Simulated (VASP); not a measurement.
```
CELL_PARAMETERS angstrom
      0.00000     2.71838     2.71838
      2.71838     0.00000     2.71838
      2.71838     2.71838     0.00000
ATOMIC_POSITIONS crystal
  Ce 0.00000 0.00000 0.00000
  O  0.25000 0.25000 0.25000
  O  0.75000 0.75000 0.75000
```

Calculation: revTPSS meta-GGA, VASP's PBE PAW potentials (set 64) (plane waves; VASP 6.6.1). Settings: 520 eV cut-off, 8×8×8 Γ-centred mesh, tetrahedra with Blöchl corrections, potentials Ce O.

### Question
Give the energies of bands 7 to 15 at the high-symmetry points, in eV from the valence-band maximum.

### Answer

| band | Γ | X | U | L | W |
|---|---|---|---|---|---|
| 7 | -3.87 | -3.99 | -3.32 | -2.99 | -2.97 |
| 8 | -3.87 | -1.26 | -1.78 | -2.99 | -2.38 |
| 9 | -3.87 | -1.26 | -1.39 | -1.31 | -1.08 |
| 10 | -0.61 | -0.76 | -1.35 | -1.22 | -1.08 |
| 11 | -0.61 | -0.76 | -0.72 | -0.82 | -0.69 |
| 12 | -0.61 | -0.57 | -0.30 | -0.82 | -0.63 |
| 13 | 2.36 | 2.08 | 2.09 | 2.00 | 2.07 |
| 14 | 2.36 | 2.15 | 2.19 | 2.21 | 2.21 |
| 15 | 2.36 | 2.15 | 2.25 | 2.21 | 2.21 |

The gap is indirect, 2.00 eV, from the valence maximum at (-0.25, 0.25, 0.00) to the conduction minimum at L.

The compound is CeO2 in the fluorite structure. It was relaxed first. The run is not spin-polarised, so no magnetic state was tried.
